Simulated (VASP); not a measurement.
All values below come from vdW-DF-cx, VASP's PBE PAW potentials (set 64) (plane waves; VASP).

A VASP calculation is set up with these files.

**KPOINTS**
```
Automatic mesh
0
Gamma
14 14 14
0 0 0
```

### INCAR
```
AGGAC = 0.0
ALGO = Normal
EDIFF = 1E-6
EDIFFG = -0.01
ENCUT = 520
GGA = CX
IBRION = 2
ISIF = 3
ISMEAR = 1
LASPH = T
LCHARG = F
LMAXMIX = 6
LREAL = F
LUSE_VDW = T
LWAVE = F
NELM = 100
NSW = 60
PREC = Accurate
SIGMA = 0.1
SYSTEM = Au
```

File POSCAR:
```
Au
1
    0.0000000000     2.0400000000     2.0400000000
    2.0400000000     0.0000000000     2.0400000000
    2.0400000000     2.0400000000     0.0000000000
Au
1
Direct
  0.0000000000   0.0000000000   0.0000000000
```

POTCAR, in this order: Au (PBE.64 set). Program: vasp_std.

What VASP printed:

**OSZICAR**
```
       N       E                     dE             d eps       ncg     rms          rms(c)
DAV:   1     0.446849649376E+02    0.44685E+02   -0.59660E+03  2073   0.110E+03
DAV:   2    -0.835195903457E+00   -0.45520E+02   -0.42947E+02  1938   0.198E+02
DAV:   3    -0.120946068019E+01   -0.37426E+00   -0.37391E+00  2219   0.191E+01
DAV:   4    -0.121051984574E+01   -0.10592E-02   -0.10591E-02  2153   0.103E+00
DAV:   5    -0.121052647631E+01   -0.66306E-05   -0.66307E-05  2160   0.796E-02    0.959E+00
DAV:   6    -0.927832703594E+00    0.28269E+00   -0.91529E-01  1900   0.934E+00    0.594E+00
DAV:   7    -0.905892969556E+00    0.21940E-01   -0.86604E-02  2001   0.282E+00    0.277E+00
DAV:   8    -0.903170356992E+00    0.27226E-02   -0.19577E-03  2003   0.509E-01    0.259E-01
DAV:   9    -0.903160824344E+00    0.95326E-05   -0.67697E-06  2093   0.304E-02    0.122E-02
DAV:  10    -0.903165313430E+00   -0.44891E-05   -0.20889E-06  2057   0.183E-02    0.157E-03
DAV:  11    -0.903165311252E+00    0.21779E-08   -0.38095E-08   981   0.198E-03
   1 F= -.90316531E+00 E0= -.90331042E+00  d E =-.903165E+00
       N       E                     dE             d eps       ncg     rms          rms(c)
DAV:   1    -0.992143648732E+00   -0.88978E-01   -0.19108E+00  1910   0.156E+01    0.182E+00
DAV:   2    -0.905073067526E+00    0.87071E-01   -0.29507E-01  1888   0.530E+00    0.822E-01
DAV:   3    -0.901403777868E+00    0.36693E-02   -0.16756E-02  1945   0.120E+00    0.589E-01
DAV:   4    -0.901367785409E+00    0.35992E-04   -0.56260E-04  2007   0.193E-01    0.500E-02
DAV:   5    -0.901377360395E+00   -0.95750E-05   -0.13404E-05  2287   0.265E-02    0.324E-03
DAV:   6    -0.901378521709E+00   -0.11613E-05   -0.46150E-07  1407   0.665E-03    0.547E-04
DAV:   7    -0.901378493991E+00    0.27718E-07   -0.19820E-08   941   0.127E-03
   2 F= -.90137849E+00 E0= -.90158549E+00  d E =0.178682E-02
       N       E                     dE             d eps       ncg     rms          rms(c)
DAV:   1    -0.940635011976E+00   -0.39256E-01   -0.76640E-01  1909   0.981E+00    0.114E+00
DAV:   2    -0.905584254292E+00    0.35051E-01   -0.12014E-01  1886   0.336E+00    0.435E-01
DAV:   3    -0.904076484731E+00    0.15078E-02   -0.72590E-03  1930   0.785E-01    0.315E-01
DAV:   4    -0.904091885783E+00   -0.15401E-04   -0.29642E-04  2016   0.146E-01    0.261E-02
DAV:   5    -0.904089647646E+00    0.22381E-05   -0.42221E-06  1909   0.229E-02    0.230E-03
DAV:   6    -0.904090654280E+00   -0.10066E-05   -0.22128E-07  1191   0.402E-03    0.355E-04
DAV:   7    -0.904090687068E+00   -0.32787E-07   -0.12135E-08   936   0.106E-03
   3 F= -.90409069E+00 E0= -.90425314E+00  d E =-.925376E-03
```

### OUTCAR
```
------------------------ aborting loop because EDIFF is reached ----------------------------------------
  FORCE on cell =-STRESS in cart. coord.  units (eV):
  Direction    XX          YY          ZZ          XY          YZ          ZX
  --------------------------------------------------------------------------------------
  Total       -0.0003384     -0.0003384     -0.0003384      0.0000000      0.0000000      0.0000000
  in kB       -0.0316199     -0.0316199     -0.0316199      0.0000000      0.0000000      0.0000000
  external PRESSURE =      -0.0316199 kB  Pullay stress =       0.0000000 kB
  volume of cell :       17.15
      direct lattice vectors                 reciprocal lattice vectors
     0.000000000  2.046781098  2.046781098    -0.244286016  0.244286016  0.244286016
     2.046781098 -0.000000000  2.046781098     0.244286016 -0.244286016  0.244286016
     2.046781098  2.046781098  0.000000000     0.244286016  0.244286016 -0.244286016
 POSITION                                       TOTAL-FORCE (eV/Angst)
 -----------------------------------------------------------------------------------
      0.00000      0.00000      0.00000         0.000000      0.000000     -0.000000
 -----------------------------------------------------------------------------------
    total drift:                               -0.000000      0.000000      0.000000
  FREE ENERGIE OF THE ION-ELECTRON SYSTEM (eV)
  ---------------------------------------------------
  free  energy   TOTEN  =        -0.9040906871 eV

  energy  without entropy=       -0.9045780374  energy(sigma->0) =       -0.90425314

 reached required accuracy - stopping structural energy minimisation
```
(Selected blocks of OUTCAR.)

File CONTCAR:
```
Au
   1.00000000000000
     0.0000000000000000    2.0467810981541321    2.0467810981541321
     2.0467810981541321   -0.0000000000000000    2.0467810981541321
     2.0467810981541321    2.0467810981541321    0.0000000000000000
  Au
     1
Direct
     0.0000000000000000    0.0000000000000000    0.0000000000000000
```

The compound is Au in the fcc structure. This run relaxes it. Symmetry was kept, so distortions that lower it aren't found.
